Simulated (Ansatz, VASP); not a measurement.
## HC2 (C(110) slab, H on both faces) in two plane-wave programs

One calculation is typed for both programs; each brings its own data sets. How far apart do they land? Of the first pair: The structure shown is the start of the Ansatz relaxation below; VASP solves that cell, so the two are compared at the walk's first step.

Calculated with Ansatz 0.2.0; plane waves, with VASP 6.6.1 beside it; single point at LDA.

## 1. The structure

The cell holds 180 atoms: 120 C and 60 H. Its edges and angles: a = 12.611 Å, b = 10.701 Å, c = 15.563 Å, α = 90.0°, β = 90.0°, γ = 90.0°. It derives from C (diamond-structure). As first built, before any earlier steps moved the atoms (in the runner's words): diamond-structure C (a = 3.567 A), (110) slab of 4 atomic planes, 5 x 3 surface cells, H on the broken bonds of both faces; displaced by a Gaussian of 0.02 A. Vacuum lies along c.

## 2. Ansatz: relaxation, LDA

Ansatz runs on its default PAW (the set named soft_2) files.

The two programs are compared at the cell with which this relaxation starts, whose forces are those of its first step.

File input.yaml:

```yaml
crystal:
  lattice:
    - [12.611249442462075, 0.0, 0.0]
    - [0.0, 10.701000000000002, 0.0]
    - [0.0, 0.0, 15.563337379161068]
  atoms:
    - { symbol: C, position: [0.9000508523627138, 0.1654788308336009, 0.37728808299688743] }
    - { symbol: C, position: [0.0011356142589638134, 0.08397587536040847, 0.3785693687631482] }
    - { symbol: C, position: [0.9996759118498837, 0.9998847542364948, 0.46023827568748427] }
    - { symbol: C, position: [0.9026085410304531, 0.2510537850474924, 0.4596727911180441] }
    - { symbol: C, position: [0.8975083227113309, 0.16807226127760555, 0.5420420699671908] }
    - { symbol: C, position: [0.9994989556211324, 0.08571005331642616, 0.5408303087598745] }
    - { symbol: C, position: [0.998816413161407, 0.0018900222356656087, 0.6215238161756904] }
    - { symbol: C, position: [0.89946743196476, 0.24785870498309234, 0.6230661904844668] }
    - { symbol: C, position: [0.10109993417880268, 0.1690212642061623, 0.3788655347922984] }
    - { symbol: C, position: [0.2005395910621579, 0.08319167402766478, 0.3779273849847371] }
    - { symbol: C, position: [0.20044461418794673, 0.9993568016030244, 0.46167504222340183] }
    - { symbol: C, position: [0.09970163869914124, 0.25200538994296495, 0.45983715745415943] }
    - { symbol: C, position: [0.09937528168309025, 0.1684035880756448, 0.5411424854279806] }
    - { symbol: C, position: [0.20171530613269562, 0.0808525671546086, 0.5385203001255514] }
    - { symbol: C, position: [0.2017290370217611, 0.003945536031941218, 0.6231449424409534] }
    - { symbol: C, position: [0.0992359633991121, 0.2512205948935577, 0.6213454686719636] }
    - { symbol: C, position: [0.902679118447224, 0.4995772647758514, 0.3788735891911229] }
    - { symbol: C, position: [0.0007833778254638893, 0.42080039781314854, 0.37995120332720667] }
    - { symbol: C, position: [0.9985704822035042, 0.33480684201405314, 0.4611612031731673] }
    - { symbol: C, position: [0.9018039797286944, 0.5839097627616995, 0.45764093578581483] }
    - { symbol: C, position: [0.8999139148062795, 0.5007303249531027, 0.5404584903180131] }
    - { symbol: C, position: [0.0012946418433384108, 0.4167704432918029, 0.5398980526777456] }
    - { symbol: C, position: [0.9991289201968846, 0.33190945773043584, 0.6207286230880888] }
    - { symbol: C, position: [0.901225035898061, 0.5867290628342685, 0.6201795893662578] }
    - { symbol: C, position: [0.3025840184821478, 0.16442836256893226, 0.3767047274766754] }
    - { symbol: C, position: [0.39845939648725537, 0.08467709572706923, 0.3777166583821481] }
    - { symbol: C, position: [0.40247931538432136, 0.00532638769879551, 0.45972660175538277] }
    - { symbol: C, position: [0.3007458579643321, 0.2514447226853387, 0.4627163735499852] }
    - { symbol: C, position: [0.2981275127680527, 0.16303137550472577, 0.5392988075668702] }
    - { symbol: C, position: [0.3978840491175718, 0.0850878705216202, 0.5415603566852832] }
    - { symbol: C, position: [0.4026609645714902, 0.9998569454035242, 0.6209340660351242] }
    - { symbol: C, position: [0.2995621589387614, 0.24987366781113562, 0.6225217469974645] }
    - { symbol: C, position: [0.09841345516212614, 0.5012003603850952, 0.37847584878512763] }
    - { symbol: C, position: [0.19943781146731157, 0.41661754116472965, 0.37677489489151605] }
    - { symbol: C, position: [0.1961378810523478, 0.33515661845859523, 0.45730047173401955] }
    - { symbol: C, position: [0.09957573491756723, 0.5845869187981865, 0.4605750581860378] }
    - { symbol: C, position: [0.09881848951203984, 0.5002583459436049, 0.5384013250462648] }
    - { symbol: C, position: [0.19889921905017727, 0.41850489972030713, 0.541371206565331] }
    - { symbol: C, position: [0.19889887975399262, 0.33499477732921223, 0.6213429481359435] }
    - { symbol: C, position: [0.09948215841660143, 0.5836034690601186, 0.6234904177271017] }
    - { symbol: C, position: [0.901333545155593, 0.8336884128977827, 0.37560636835892913] }
    - { symbol: C, position: [0.9998681882382181, 0.7516754419856182, 0.37839478207180877] }
    - { symbol: C, position: [0.002247600494117072, 0.6644808483354713, 0.4603846072398243] }
    - { symbol: C, position: [0.9003738708216621, 0.9221482177361803, 0.45987909969780444] }
    - { symbol: C, position: [0.9013792943994409, 0.8332974977685031, 0.5401649658668187] }
    - { symbol: C, position: [0.9995628545807833, 0.7521672665834076, 0.5407513195690117] }
    - { symbol: C, position: [0.9994893881171797, 0.6685596341717858, 0.6213562764684485] }
    - { symbol: C, position: [0.9013054630777142, 0.9148848891725018, 0.6238385048256616] }
    - { symbol: C, position: [0.5016862028698973, 0.1640833689173033, 0.3748944855005254] }
    - { symbol: C, position: [0.5979249316677682, 0.08395284636544184, 0.37729876423411174] }
    - { symbol: C, position: [0.5993121156235715, 0.9996475697677305, 0.4585402280007305] }
    - { symbol: C, position: [0.503110089480505, 0.2497320232664325, 0.4589664013409714] }
[... 24 lines left out ...]
    - { symbol: C, position: [0.7018006502874092, 0.2534424897944445, 0.45693820908491106] }
    - { symbol: C, position: [0.7039847780699959, 0.1672300199535002, 0.5412763897228788] }
    - { symbol: C, position: [0.7991718179727788, 0.08142047285161957, 0.5412374312113297] }
    - { symbol: C, position: [0.7979837376580892, 0.0002270148868509692, 0.620683070825388] }
    - { symbol: C, position: [0.6983600924382103, 0.2512677989256131, 0.6208115570812509] }
    - { symbol: C, position: [0.4989500973093861, 0.4995332860069876, 0.378808310388687] }
    - { symbol: C, position: [0.6024404201747435, 0.4205066514483731, 0.3778406126867462] }
    - { symbol: C, position: [0.6033133917707458, 0.33404430537594915, 0.4593482313022576] }
    - { symbol: C, position: [0.5000752469418199, 0.5819622450459915, 0.45940257704347826] }
    - { symbol: C, position: [0.4990364139288693, 0.49964031050062097, 0.5409664581139388] }
    - { symbol: C, position: [0.598776891451091, 0.4179525289477422, 0.5411951806890093] }
    - { symbol: C, position: [0.599479742046017, 0.33339452015445753, 0.6205439036830078] }
    - { symbol: C, position: [0.49499587560277475, 0.5848820891935772, 0.6233792232140669] }
    - { symbol: C, position: [0.2993905491491701, 0.8361552906931142, 0.37682590530877375] }
    - { symbol: C, position: [0.4007079864540563, 0.7508333091217997, 0.3800434797382476] }
    - { symbol: C, position: [0.4007027316644266, 0.6685100758524353, 0.4579675967809646] }
    - { symbol: C, position: [0.29901771101368957, 0.9212309627871004, 0.4598185306004892] }
    - { symbol: C, position: [0.2985652474923618, 0.8337814061405808, 0.5420066248082339] }
    - { symbol: C, position: [0.3996360915135477, 0.7510339190155867, 0.5402777505837295] }
    - { symbol: C, position: [0.39926614052490533, 0.6657302800528343, 0.6223084517488013] }
    - { symbol: C, position: [0.2980420414747164, 0.9158692264532082, 0.6216840310674319] }
    - { symbol: C, position: [0.6999204243378734, 0.5018725269099594, 0.37862575465425086] }
    - { symbol: C, position: [0.7993399361052866, 0.4154170773426281, 0.37736558263747993] }
    - { symbol: C, position: [0.7995380506013907, 0.33343274618735497, 0.45986887168163304] }
    - { symbol: C, position: [0.7003579474106496, 0.5820754147150111, 0.45883105704186683] }
    - { symbol: C, position: [0.6969202450698199, 0.5046078786227134, 0.5429683843857491] }
    - { symbol: C, position: [0.7997907764078994, 0.4195992303827252, 0.5396868719997095] }
    - { symbol: C, position: [0.7998612302453745, 0.3334496126186143, 0.6214151936867699] }
    - { symbol: C, position: [0.7006197936421545, 0.585881174447589, 0.6226407304944277] }
    - { symbol: C, position: [0.49853005863306143, 0.8372476760185333, 0.3773290378757257] }
    - { symbol: C, position: [0.5974926161945556, 0.7533522933916733, 0.37705854931418337] }
    - { symbol: C, position: [0.5987730897337573, 0.6685041999738263, 0.460667092824194] }
    - { symbol: C, position: [0.49807895080314896, 0.9191458190642663, 0.4603138474333692] }
    - { symbol: C, position: [0.5015104515297317, 0.8331767034952302, 0.5404801139849287] }
    - { symbol: C, position: [0.5970340659258897, 0.7498192377096433, 0.5397037071348453] }
    - { symbol: C, position: [0.6005774528734474, 0.6696841204737229, 0.6227673487826971] }
    - { symbol: C, position: [0.500970892116111, 0.9172267280675859, 0.6198976395184735] }
    - { symbol: C, position: [0.700872844560021, 0.8356141622729784, 0.3807346008631029] }
    - { symbol: C, position: [0.8009690003444646, 0.7492583190467095, 0.37557242906188526] }
    - { symbol: C, position: [0.7986521723321539, 0.6648716042298033, 0.4585228678796671] }
    - { symbol: C, position: [0.698392866165612, 0.9141420498543874, 0.45949905755155607] }
    - { symbol: C, position: [0.6960014116092091, 0.8388204296916446, 0.5409714042874522] }
    - { symbol: C, position: [0.8009610743767208, 0.7515230539671695, 0.5395703163419378] }
    - { symbol: C, position: [0.7978463098819368, 0.6661214524856027, 0.6207959371914142] }
    - { symbol: C, position: [0.7013601393882642, 0.9188804062134023, 0.6205885308467917] }
    - { symbol: H, position: [0.9002075669646511, 0.2221322079035093, 0.32083644221783447] }
    - { symbol: H, position: [0.00024298976853703183, 0.02622594715129063, 0.3207721982035707] }
    - { symbol: H, position: [0.9986699002529649, 0.05721673891992515, 0.6788056854093819] }
    - { symbol: H, position: [0.8996520538726622, 0.19210094205208111, 0.680118535141777] }
    - { symbol: H, position: [0.0977353703466684, 0.22568592481812663, 0.3219910025087411] }
    - { symbol: H, position: [0.20154578658645858, 0.025425676464666952, 0.3240551151962479] }
    - { symbol: H, position: [0.20031820695334404, 0.05693945458904168, 0.6787938016240879] }
    - { symbol: H, position: [0.09908458226825081, 0.19188693884198235, 0.6791783363003407] }
    - { symbol: H, position: [0.8966511588369231, 0.5583412344167512, 0.31983961212277123] }
    - { symbol: H, position: [0.9991502879374171, 0.35698655913649574, 0.32070666674583953] }
    - { symbol: H, position: [0.9992489286262639, 0.3915305604978536, 0.6809056644579976] }
    - { symbol: H, position: [0.9000335263273233, 0.5237104224343587, 0.6788340693570698] }
    - { symbol: H, position: [0.3002640479982248, 0.2230013260137545, 0.32338478891922245] }
    - { symbol: H, position: [0.39837518100418334, 0.025442069298697828, 0.321141574202457] }
    - { symbol: H, position: [0.39790620223579526, 0.06010190730540405, 0.6784033832953417] }
    - { symbol: H, position: [0.30174538687356833, 0.19140628237511365, 0.6765410207316597] }
    - { symbol: H, position: [0.10138890346925972, 0.5590012577579594, 0.3218371854907507] }
    - { symbol: H, position: [0.1995092467024877, 0.3600215795227167, 0.3196173080997067] }
    - { symbol: H, position: [0.19914626319027295, 0.39644608687439337, 0.6772589570931531] }
    - { symbol: H, position: [0.10066498533001231, 0.5239333504837771, 0.6806386167447297] }
    - { symbol: H, position: [0.9004969432807101, 0.8927296980641911, 0.3205211470502857] }
    - { symbol: H, position: [0.9985691570363393, 0.6933338041359725, 0.31914434048643964] }
    - { symbol: H, position: [0.9973684248334584, 0.7267853449616318, 0.6786840333462676] }
    - { symbol: H, position: [0.8981836573057014, 0.8559202761140948, 0.6793056146102491] }
    - { symbol: H, position: [0.5007818558031933, 0.22642478455320617, 0.31906783536752154] }
    - { symbol: H, position: [0.5987403867515568, 0.023127649321811536, 0.3205344634622266] }
    - { symbol: H, position: [0.5989658478673004, 0.058380619070398904, 0.6789260715475394] }
    - { symbol: H, position: [0.4977428388233904, 0.1895619099120234, 0.6798302627150223] }
    - { symbol: H, position: [0.2992736851566538, 0.5616774409462489, 0.32185246844651844] }
    - { symbol: H, position: [0.40112789720713177, 0.3572373128430086, 0.32354382458411896] }
    - { symbol: H, position: [0.39864634160434914, 0.39412506510252626, 0.6814499665938001] }
    - { symbol: H, position: [0.29831777214372635, 0.5257882083497604, 0.6772491040858277] }
    - { symbol: H, position: [0.09936048388089667, 0.8944449079311153, 0.32076828465196633] }
    - { symbol: H, position: [0.1991725646649014, 0.6928377988840505, 0.3202058003031036] }
    - { symbol: H, position: [0.20071592298711305, 0.722334390979643, 0.6804142453426192] }
    - { symbol: H, position: [0.09951764535471432, 0.8594784617975822, 0.6785991208372979] }
    - { symbol: H, position: [0.7006227880618507, 0.22726886537424973, 0.32167303335671865] }
    - { symbol: H, position: [0.8013950411807123, 0.025261279153646718, 0.3220758454010466] }
    - { symbol: H, position: [0.7990532069352515, 0.06342302437909685, 0.6782881080678373] }
    - { symbol: H, position: [0.6998404540140862, 0.19293606175347305, 0.682952828294709] }
    - { symbol: H, position: [0.5000492036191048, 0.5609372562926257, 0.3205195714822081] }
    - { symbol: H, position: [0.596290500766454, 0.36017612315185005, 0.3224748214083211] }
    - { symbol: H, position: [0.6015824283207161, 0.39066081801372327, 0.6805181009149832] }
    - { symbol: H, position: [0.5022667722525409, 0.5232213297579291, 0.6791349205785008] }
    - { symbol: H, position: [0.2964835039131502, 0.8944532930971313, 0.3207626346710204] }
    - { symbol: H, position: [0.3992795048962014, 0.6927005725774796, 0.3200586109435592] }
    - { symbol: H, position: [0.403107361276775, 0.7257874665365813, 0.6777584453945794] }
    - { symbol: H, position: [0.3014937824762441, 0.8577206810081278, 0.6791330856010894] }
    - { symbol: H, position: [0.7019419726815214, 0.562080985674157, 0.3215965086057517] }
    - { symbol: H, position: [0.8024854844921071, 0.35694215752519814, 0.31934838243468744] }
    - { symbol: H, position: [0.8020531411990081, 0.3927088213711916, 0.6776738427364608] }
    - { symbol: H, position: [0.7007849973274134, 0.5222110933490184, 0.6795955765605877] }
    - { symbol: H, position: [0.495967602184412, 0.8937063672405356, 0.32216674482395047] }
    - { symbol: H, position: [0.6031020261977882, 0.6950708683485927, 0.32182797146264636] }
    - { symbol: H, position: [0.5991001261369621, 0.7246396291680371, 0.6760010970817425] }
    - { symbol: H, position: [0.5006157531016638, 0.8578821934173687, 0.6786801934855271] }
    - { symbol: H, position: [0.6987032550606244, 0.8951465486847148, 0.31921222495500706] }
    - { symbol: H, position: [0.7989584871942174, 0.6893630166648945, 0.32267789627855614] }
    - { symbol: H, position: [0.7997965619970953, 0.7248833778463385, 0.6807077623020497] }
    - { symbol: H, position: [0.7003543715066531, 0.857285473698656, 0.6799676744866535] }
kpoints:
  mp_grid:
    grid: [1, 1, 1]
hamiltonian:
  xc: lda
scf:
  occupations:
    method: gaussian
    width: 0.025
relax:
  f_tol: 0.03
  max_steps: 79
output:
  forces: true
```

Command:

```sh
> python scan.py
```

## 3. VASP: single point, LDA, start cell, pair 1

The same cell, functional (in two slightly different forms), mesh and smearing now go to VASP, with its own data sets.

Lines of VASP's logs that name or quote its potential files are left out, and so is its time.

File INCAR:

```
SYSTEM = HC2
PREC = Accurate
ENCUT = 520
EDIFF = 1E-06
NELM = 120
ISMEAR = 0
SIGMA = 0.025
LREAL = Auto
ALGO = Normal
GGA = PW92
NBANDS = 396
LORBIT = 11
LWAVE = .FALSE.
LCHARG = .FALSE.
ISIF = 2
LASPH = .TRUE.
GGA_COMPAT = .FALSE.
EFERMI = MIDGAP
```

File POSCAR:

```
HC2
1.0
   12.6112490000      0.0000000000      0.0000000000
    0.0000000000     10.7010000000      0.0000000000
    0.0000000000      0.0000000000     15.5633370000
C H
120 60
Direct
    0.9000535950      0.1654798617      0.3772905515
    0.0011339083      0.0839734604      0.3785691976
    0.9996789374      0.9998878609      0.4602354881
    0.9026068711      0.2510513036      0.4596700566
    0.8975082484      0.1680684048      0.5420431364
    0.9994965606      0.0857116157      0.5408287439
    0.9988146297      0.0018876740      0.6215248054
    0.8994668173      0.2478553406      0.6230668911
    0.1011002162      0.1690215868      0.3788647640
    0.2005431817      0.0831884871      0.3779266619
    0.2004480286      0.9993552004      0.4616747681
    0.0997046367      0.2520044856      0.4598371159
    0.0993716007      0.1684048220      0.5411435864
    0.2017167372      0.0808522568      0.5385220406
    0.2017325960      0.0039435567      0.6231439954
    0.0992368004      0.2512195122      0.6213448954
    0.9026782359      0.4995794786      0.3788711894
    0.0007850134      0.4208017942      0.3799506494
    0.9985688174      0.3348098309      0.4611607395
    0.9018059988      0.5839080460      0.4576396437
    0.8999108653      0.5007289038      0.5404560731
    0.0012924969      0.4167741333      0.5398970671
    0.9991318068      0.3319129053      0.6207280611
    0.9012271505      0.5867302121      0.6201819057
    0.3025869999      0.1644238856      0.3767058440
    0.3984617225      0.0846743295      0.3777146251
    0.4024819429      0.0053266050      0.4597278848
    0.3007473724      0.2514437903      0.4627156760
    0.2981306610      0.1630314924      0.5392995088
    0.3978828742      0.0850855060      0.5415612346
[... 144 atom lines left out ...]
    0.5991000574      0.7246425568      0.6759989840
    0.5006165527      0.8578824409      0.6786783580
    0.6987016116      0.8951499860      0.3192117475
    0.7989613083      0.6893654799      0.3226750150
    0.7997938983      0.7248855247      0.6807087709
    0.7003509327      0.8572843659      0.6799698548
```

File KPOINTS:

```
Automatic mesh
0
Gamma
1 1 1
0 0 0
```

The projector-augmented-wave data sets are C and H (LDA family, release 64).

Command:

```sh
> export OMP_NUM_THREADS=3
> mpirun -np 1 vasp_gam
```

The program printed:

```text
[banner, memory and clock lines left out]
running    1 mpi-ranks, on    1 nodes
[...]
Offloading initialized ...    1 GPUs detected
[...]
|                                                                             |
|               ----> ADVICE to this user running VASP <----                  |
|                                                                             |
|     You enforced a specific xc type in the INCAR file but a different       |
|     [... a line on the potential file left out ...]
|     I HOPE YOU KNOW WHAT YOU ARE DOING!                                     |
|                                                                             |

 LDA part: xc-table for (Slater(with rela. corr.)+PW92), standard interpolation
 POSCAR, INCAR and KPOINTS ok, starting setup
[...]
entering main loop
       N       E                     dE             d eps       ncg     rms          rms(c)
DAV:   1     0.482720767924E+04    0.48272E+04   -0.27726E+05   808   0.127E+03
DAV:   2    -0.882878158748E+03   -0.57101E+04   -0.53901E+04  1120   0.313E+02
DAV:   3    -0.149717452904E+04   -0.61430E+03   -0.60830E+03  1016   0.105E+02
DAV:   4    -0.151816533479E+04   -0.20991E+02   -0.20917E+02  1064   0.220E+01
[...]
DAV:  20    -0.142736671603E+04   -0.17963E-04   -0.56779E-07   712   0.975E-04    0.486E-04
DAV:  21    -0.142736672287E+04   -0.68429E-05   -0.30352E-07   664   0.597E-04    0.176E-04
DAV:  22    -0.142736672384E+04   -0.96948E-06   -0.63646E-08   696   0.316E-04
   1 F= -.14273667E+04 E0= -.14273667E+04  d E =0.000000E+00
```

From OUTCAR (step 3):

```text
  FREE ENERGIE OF THE ION-ELECTRON SYSTEM (eV)
  ---------------------------------------------------
  free  energy   TOTEN  =     -1427.3667238405 eV

  energy  without entropy=    -1427.3667238405  energy(sigma->0) =    -1427.36672384
```

## 4. Comparison

Known differences besides the potentials themselves: the two LDA forms differ slightly; VASP's log shows a relativistic correction to its local exchange, Ansatz's none; Ansatz takes its cutoff from its data sets, VASP runs at 520 eV. Total energies have different zeros and are not compared.

Forces on 10 of the 180 atoms, those with the largest forces and the largest differences (eV/Å; atoms numbered as in POSCAR):

| atom | Ansatz x, y, z | VASP x, y, z |
| --- | --- | --- |
| C10 | 0.137, 2.621, 2.891 | 0.143, 2.611, 2.885 |
| C15 | -1.071, -4.092, -3.548 | -1.083, -4.079, -3.529 |
| C25 | -1.450, -0.875, 3.575 | -1.457, -0.851, 3.565 |
| C48 | -1.080, 2.550, -2.601 | -1.088, 2.545, -2.594 |
| C105 | 0.022, -2.643, 2.550 | 0.021, -2.632, 2.539 |
| C111 | -1.137, -3.535, -3.380 | -1.140, -3.526, -3.361 |
| C114 | -0.504, 2.687, 3.451 | -0.506, 2.680, 3.435 |
| H129 | 0.357, -0.308, 0.223 | 0.355, -0.290, 0.195 |
| H161 | -0.145, -0.453, 0.361 | -0.144, -0.436, 0.334 |
| H176 | -0.001, 0.317, -0.202 | -0.001, 0.300, -0.174 |

The forces differ by 11 meV/Å r.m.s., which is 1.0 % of the r.m.s. force of 1.095 eV/Å (both taken over all components). With vacuum in the cell, a pressure given here is an average over mostly empty space and none of the material.

## 5. Ansatz: relaxation, LDA

This run makes the geometry at which the two programs are then compared.

The structure compared here is the end of the Ansatz relaxation.

input.yaml is that of step 2.

Command:

```sh
> python scan.py
```

(Continued in part 2 of 2.)

[Lines on the potential files, build, host, timing and source positions are cut from VASP's logs without a mark.]

[Logs are printed without paths, hosts, clocks, repeated set-up lines and the standing remarks that a program may print on its own settings, such as how far it seeks lower states.]

[Hosts, paths, dates, database ids (printed as entryN), source tags and the programs' standing remarks are cut or masked in the printed files.]
